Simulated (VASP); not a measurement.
Pt (fcc): the bulk modulus from VASP (plane waves, PAW) at several levels of theory. Static lattice, third-order Birch-Murnaghan fit over five volumes.

| level | bulk modulus (GPa) | error against measurement |
|---|---|---|
| LDA | 307 | +6.3 % |
| PBE | 250 | -13.5 % |
| PBEsol | 290 | +0.4 % |
| SCAN | 295 | +2.0 % |
| r2SCAN | 274 | -5.2 % |

Measured: 289 GPa at 0 K (as given by H. Levämäki et al., Physical Review B (2014), arXiv:1402.3671; corrected for temperature and zero-point phonon effects).

The cell of the LDA run:

```cif
data_Pt
_chemical_formula_sum 'Pt1'
_space_group_name_H-M_alt 'P 1'
_space_group_IT_number 1
_cell_length_a 2.75549
_cell_length_b 2.75549
_cell_length_c 2.75549
_cell_angle_alpha 60.000
_cell_angle_beta 60.000
_cell_angle_gamma 60.000
loop_
_space_group_symop_operation_xyz
  'x, y, z'
loop_
_atom_site_label
_atom_site_type_symbol
_atom_site_fract_x
_atom_site_fract_y
_atom_site_fract_z
_atom_site_occupancy
Pt1 Pt 0.00000 0.00000 0.00000 1
```

Only levels that ran to the end are used. Left out are those held back, those with too coarse a band path, GW runs whose mesh misses a band edge, hybrids' fits of cells that aren't cubic and levels without matching references; a question may draw on a part of the rest.

The compound is Pt in the fcc structure.
